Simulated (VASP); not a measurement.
Given:

```xyz
2
Lattice="0.0000 2.7945 2.7945 2.7945 0.0000 2.7945 2.7945 2.7945 0.0000" Properties=species:S:1:pos:R:3 pbc="T T T"
Ag     0.0000     0.0000     0.0000
Cl     2.7945     2.7945     2.7945
```

All values below come from HSE06 screened hybrid with spin-orbit coupling, VASP's PBE PAW potentials (set 64) (plane waves; VASP 6.6.1). Settings: 350 eV cut-off, 6×6×6 Γ-centred mesh, Gaussian smearing of 0.050 eV, potentials Ag Cl.

Q: What does the run give for the energy per atom (σ→0), band gap (over the mesh, the named points and PBE's band edges) with the smallest direct gap where there is one?

A: 
- band gap (over the mesh, the named points and PBE's band edges): 2.38 eV
- smallest direct gap (over the mesh, the named points and PBE's band edges): 4.48 eV
- energy per atom (σ→0): -3.338 eV/atom

Only differences to runs with the same potentials and settings are physical.

The compound is AgCl in the rock salt structure. It was relaxed first.
